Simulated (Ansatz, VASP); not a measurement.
# Cross-check of AlCo between VASP and Ansatz, part 2 of 2

Aim: how closely do two programs agree when they are given the same cell, functional and k mesh? The cell is taken from a series of runs on this material, whose earlier steps may have relaxed, scaled, displaced or heated it; both programs get it as it stands.

VASP 6.6.1 and Ansatz 0.2.0.

So far. Step 3 (Ansatz: single point, LDA, pair 1): The run ends at a pressure of 20.68 GPa. Step 5 (VASP: single point, LDA, pair 2): The run ends at a pressure of 27.74 GPa.

### Step 6. Ansatz: single point, LDA, pair 2

Level of this step: Ansatz beside VASP: Kohn-Sham DFT, plane waves, LDA (Ansatz).

The same cell, functional (in two slightly different forms), mesh and smearing now go to Ansatz, which takes its cutoff from its data sets.

The cell is taken from a series of runs on this material, whose earlier steps may have relaxed, scaled, displaced or heated it; both programs get it as it stands.

input.yaml

```yaml
crystal:
  lattice:
    - [2.6969345161, 0.0, 0.0]
    - [0.0, 2.6969345161, 0.0]
    - [0.0, 0.0, 2.6969345161]
  atoms:
    - { symbol: Al, position: [0.0, 0.0, 0.0] }
    - { symbol: Co, position: [0.5, 0.5, 0.5] }
kpoints:
  mp_grid: { grid: [16, 16, 16] }
hamiltonian:
  xc: lda
  pseudopotentials: { kind: paw, azcp: { folder: soft_1 }, xc_functional: pbe }
scf:
  occupations: { method: methfessel_paxton, width: 0.2 }
output:
  forces: true
  stress: true
  eigenvalues: true
```

Run with:

```bash
$ ansatz run input.yaml --threads 4 --pin off --max-ram 10240MiB --backend cpu --events-out ev --progress --plain --runs-dir out
```

Numbers of over 12 decimals in the logs are rounded to 6 here.

The program printed:

```text
[...]
Crystal: 2 atoms, lattice volume = 19.616 Å³
Basis set: ecut = 420 eV, 389 PW (Γ)
Bands: 14, of which v1, the nominal top of the filled ones, is band 10 counted from 1 (9 counted from 0)
Symmetry: 48 space group operations
[...]
k-points: 165 of 4096
[...]
--- Band table (eV; the first three rows and the last of 165) ---
  k-point 0: bands = [... 6 lower, 13.3631, 16.1767, 16.1767, 16.1767, 24.0282, 24.0282, 24.0282, 26.6705]
  k-point 1: bands = [... 6 lower, 13.3891, 16.1263, 16.1263, 16.1824, 23.1921, 24.1441, 24.1441, 26.6439]
  k-point 2: bands = [... 6 lower, 13.4639, 15.9878, 15.9878, 16.1986, 21.7484, 24.4792, 24.4792, 26.5655]
  k-point 164: bands = [... 6 lower, 12.4397, 16.9291, 16.9291, 19.6061, 19.6061, 19.6061, 22.8648, 23.5856]
[key lines of the parts left out:]
SCF converged after 7 iterations
Free energy (F): -5576.831317 eV
Fermi energy:    17.223732 eV
P = ⅓ Tr σ = 27.3808 GPa (273.808 kbar)
```

The run ends at a pressure of 27.38 GPa.

### Step 7. Comparison

What differs besides the data sets and the points named for the pairs above, as far as they apply: the data sets hold 20 valence electrons in Ansatz (on its PAW soft_1 files) and 12 in VASP. Total energies have different zeros and are not compared.

The two programs side by side:

```
      quantity  Ansatz   VASP  difference
pressure (GPa)   27.38  27.74       -0.36
```

### Step 8. Ansatz: single point, LDA, pair 3

With cell and atoms fixed, the geometry can't cause a difference; cores, projectors, grids and the points listed under the comparison can. The cell compared in this pair holds 21.36 Å³, against 19.62 Å³ for the pair before.

The cell is taken from a series of runs on this material, whose earlier steps may have relaxed, scaled, displaced or heated it; both programs get it as it stands.

input.yaml: that of step 6 with these lines changed.

```diff
@@ -2,5 +2,5 @@
   lattice:
-    - [2.6969345161, 0.0, 0.0]
-    - [0.0, 2.6969345161, 0.0]
-    - [0.0, 0.0, 2.6969345161]
+    - [2.7745864241, 0.0, 0.0]
+    - [0.0, 2.7745864241, 0.0]
+    - [0.0, 0.0, 2.7745864241]
   atoms:
```

The program printed:

```text
[...]
Crystal: 2 atoms, lattice volume = 21.360 Å³
Basis set: ecut = 420 eV, 437 PW (Γ)
Bands: 14, of which v1, the nominal top of the filled ones, is band 10 counted from 1 (9 counted from 0)
Symmetry: 48 space group operations
[...]
k-points: 165 of 4096
[...]
--- Band table (eV; the first three rows and the last of 165) ---
  k-point 0: bands = [... 6 lower, 12.1826, 14.6607, 14.6607, 14.6607, 21.9061, 21.9061, 21.9061, 24.6735]
  k-point 1: bands = [... 6 lower, 12.2055, 14.6153, 14.6153, 14.6656, 21.1306, 22.0159, 22.0159, 24.6560]
  k-point 2: bands = [... 6 lower, 12.2718, 14.4907, 14.4907, 14.6798, 19.7557, 22.3342, 22.3342, 24.6044]
  k-point 164: bands = [... 6 lower, 11.2563, 15.3144, 15.3144, 17.9562, 17.9562, 17.9562, 20.3440, 21.4270]
[key lines of the parts left out:]
SCF converged after 6 iterations
Free energy (F): -5576.995233 eV
Fermi energy:    15.579434 eV
P = ⅓ Tr σ = 4.3763 GPa (43.763 kbar)
```

The run ends at a pressure of 4.38 GPa.

### Step 9. VASP: single point, LDA, pair 3

The same cell, functional (in two slightly different forms), mesh and smearing now go to VASP, with its own data sets.

INCAR

```
SYSTEM = AlCo
PREC = Accurate
ENCUT = 600
EDIFF = 1E-06
NELM = 120
ISMEAR = 1
SIGMA = 0.2
LREAL = .FALSE.
ALGO = Normal
GGA = PW92
NBANDS = 12
LASPH = .TRUE.
LORBIT = 11
LWAVE = .FALSE.
LCHARG = .FALSE.
ISIF = 2
GGA_COMPAT = .FALSE.
```

POSCAR

```
AlCo
1.0
    2.7745864241      0.0000000000      0.0000000000
    0.0000000000      2.7745864241      0.0000000000
    0.0000000000      0.0000000000      2.7745864241
Al Co
1 1
Direct
    0.0000000000      0.0000000000      0.0000000000
    0.5000000000      0.5000000000      0.5000000000
```

KPOINTS

```
Automatic mesh
0
Gamma
16 16 16
0 0 0
```

PAW data sets: Al and Co (LDA family, release 64).

Run with:

```bash
$ mpirun -np 1 vasp_std
```

The program printed:

```text
[... set-up lines as in an earlier step ...]
 entering main loop
       N       E                     dE             d eps       ncg     rms          rms(c)
DAV:   1     0.398699297681E+02    0.39870E+02   -0.59065E+03  4000   0.122E+03
DAV:   2    -0.134818985245E+02   -0.53352E+02   -0.49083E+02  4076   0.195E+02
DAV:   3    -0.153220572988E+02   -0.18402E+01   -0.18212E+01  4788   0.429E+01
DAV:   4    -0.153491137308E+02   -0.27056E-01   -0.27050E-01  4416   0.460E+00
[...]
DAV:  10    -0.136939939509E+02    0.45767E-03   -0.35929E-04  4500   0.159E-01    0.138E-01
DAV:  11    -0.136939777002E+02    0.16251E-04   -0.14722E-05  5144   0.315E-02    0.963E-03
DAV:  12    -0.136939768482E+02    0.85192E-06   -0.13794E-06  2928   0.133E-02
   1 F= -.13693977E+02 E0= -.13694597E+02  d E =0.186134E-02
```

From OUTCAR (step 9):

```text
  Total        0.6102817      0.6102817      0.6102817     -0.0000000      0.0000000     -0.0000000
  in kB       45.7768750     45.7768750     45.7768750     -0.0000000      0.0000000     -0.0000000
  external PRESSURE =      45.7768750 kB  Pullay stress =       0.0000000 kB

 POSITION                                       TOTAL-FORCE (eV/Angst)
 -----------------------------------------------------------------------------------
      0.00000      0.00000      0.00000         0.000000      0.000000      0.000000
      1.38729      1.38729      1.38729         0.000000      0.000000      0.000000
 -----------------------------------------------------------------------------------
    total drift:                                0.000000     -0.000000     -0.000000

  FREE ENERGIE OF THE ION-ELECTRON SYSTEM (eV)
  ---------------------------------------------------
  free  energy   TOTEN  =       -13.6939768482 eV

  energy  without entropy=      -13.6958381885  energy(sigma->0) =      -13.69459729

[... 1 part as in an earlier step ...]

[... 2 further parts left out ...]
[key lines of the parts left out:]
E-fermi :  11.4317
```

The run ends at a pressure of 4.58 GPa.

### Step 10. Side by side

What differs besides the data sets and the points named for the pairs above, as far as they apply: the data sets hold 20 valence electrons in Ansatz (on its PAW soft_1 files) and 12 in VASP. Total energies have different zeros and are not compared.

The two programs side by side:

| quantity | Ansatz | VASP | difference |
| --- | --- | --- | --- |
| pressure (GPa) | 4.38 | 4.58 | -0.20 |

### Step 11. Results

```
difference in pressure (single point, LDA, pair 1) : -0.31 GPa
difference in pressure (single point, LDA, pair 2) : -0.36 GPa
difference in pressure (single point, LDA, pair 3) : -0.20 GPa
```

**Reading.** The difference in pressure is -0.36 GPa (single point, LDA, pair 2), within the 1 GPa picked in this series as the mark of a large difference. The data sets hold unlike numbers of valence electrons (20 in Ansatz and 12 in VASP), so part of the differences comes from the potentials. 5 further runs of this series are not shown here. Such differences can come from data sets, numerical settings and the points named under the comparisons, not from the functional's error against experiment.

[Lines on the potential files, build, host, timing and source positions are cut from VASP's logs without a mark.]

[Logs are printed without paths, hosts, clocks, repeated set-up lines and the standing remarks that a program may print on its own settings, such as how far it seeks lower states.]

[Hosts, paths, dates, database ids (printed as entryN), source tags and the programs' standing remarks are cut or masked in the printed files.]
